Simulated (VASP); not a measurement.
Output of a VASP run:

File OSZICAR:
```
       N       E                     dE             d eps       ncg     rms          rms(c)
DAV:   1     0.101180626326E+03    0.10118E+03   -0.94220E+03   384   0.124E+03
DAV:   2    -0.203137484893E+02   -0.12149E+03   -0.11792E+03   428   0.344E+02
DAV:   3    -0.232096465707E+02   -0.28959E+01   -0.28585E+01   496   0.533E+01
DAV:   4    -0.232494937550E+02   -0.39847E-01   -0.39804E-01   424   0.578E+00
DAV:   5    -0.232503324887E+02   -0.83873E-03   -0.66314E-03   472   0.587E-01    0.210E+01
DAV:   6    -0.204052011170E+02    0.28451E+01   -0.13221E+01   388   0.298E+01    0.303E+00
DAV:   7    -0.203532925573E+02    0.51909E-01   -0.28143E-01   400   0.471E+00    0.233E+00
DAV:   8    -0.203332061746E+02    0.20086E-01   -0.37130E-02   428   0.155E+00    0.293E-01
DAV:   9    -0.203370014103E+02   -0.37952E-02   -0.92124E-04   440   0.297E-01    0.992E-02
DAV:  10    -0.203370183925E+02   -0.16982E-04   -0.62921E-04   424   0.195E-01    0.151E-02
DAV:  11    -0.203370131897E+02    0.52029E-05   -0.24522E-05   428   0.528E-02    0.717E-03
DAV:  12    -0.203370127633E+02    0.42640E-06   -0.26294E-06   400   0.119E-02
   1 F= -.20337013E+02 E0= -.20319062E+02  d E =-.359014E-01
```

File OUTCAR:
```
------------------------ aborting loop because EDIFF is reached ----------------------------------------
  FORCE on cell =-STRESS in cart. coord.  units (eV):
  Direction    XX          YY          ZZ          XY          YZ          ZX
  --------------------------------------------------------------------------------------
  Total       -7.4147578     -7.4147578     -7.4147578     -0.0000000      0.0000000      0.0000000
  in kB     -438.6127479   -438.6127479   -438.6127479     -0.0000000      0.0000000      0.0000000
  external PRESSURE =    -438.6127479 kB  Pullay stress =       0.0000000 kB
  volume of cell :       27.08
      direct lattice vectors                 reciprocal lattice vectors
     0.000000000  2.383593000  2.383593000    -0.209767355  0.209767355  0.209767355
     2.383593000  0.000000000  2.383593000     0.209767355 -0.209767355  0.209767355
     2.383593000  2.383593000  0.000000000     0.209767355  0.209767355 -0.209767355
 POSITION                                       TOTAL-FORCE (eV/Angst)
 -----------------------------------------------------------------------------------
      0.00000      0.00000      0.00000         0.000000      0.000000     -0.000000
      2.38359      2.38359      2.38359        -0.000000     -0.000000      0.000000
 -----------------------------------------------------------------------------------
    total drift:                               -0.000000     -0.000000      0.000000
  FREE ENERGIE OF THE ION-ELECTRON SYSTEM (eV)
  ---------------------------------------------------
  free  energy   TOTEN  =       -20.3370127633 eV

  energy  without entropy=      -20.3011114068  energy(sigma->0) =      -20.31906209
```
(Selected blocks of OUTCAR.)

File POSCAR:
```
BW
1
    0.0000000000     2.3835930000     2.3835930000
    2.3835930000     0.0000000000     2.3835930000
    2.3835930000     2.3835930000     0.0000000000
B W
1 1
Direct
  0.0000000000   0.0000000000   0.0000000000
  0.5000000000   0.5000000000   0.5000000000
```

Q: Reconstruct the remaining input files.

A: One answer among several that fit: the input of the run itself, PBEsol GGA, plane waves, VASP's PBE PAW potentials (set 64).

KPOINTS:
```
Automatic mesh
0
Gamma
6 6 6
0 0 0
```

**INCAR**
```
ISMEAR = -1   ! Fermi-Dirac
SIGMA = 0.1
ALGO = Normal   ! blocked Davidson
LWAVE = .FALSE.
SYSTEM = BW
ISIF = 2
NELM = 100
LREAL = .FALSE.
LCHARG = .FALSE.
ENCUT = 400
GGA = PS   ! PBEsol
PREC = Accurate
LMAXMIX = 6   ! l cut-off of mixed one-centre charges
LASPH = .TRUE.   ! aspherical one-centre terms
EDIFF = 1E-6   ! SCF stop (eV)
```

POTCAR, in this order: B W_sv (PBE.64 set). Program: vasp_std.

At this cut-off the stress carries a Pulay error, which pulls relaxed volumes low.

The structure was generated: BW was put into an ordered model structure, which need not be its known phase. The cell was not relaxed at this level. The k-mesh is coarse (spacing up to 0.38 per Å, 2π included), so the numbers may not be converged in it. The run is one of a series of settings (GGA = PS against the base run), some of them coarse on purpose. The electron count is odd and the run is not spin-polarised, which forces a metal.
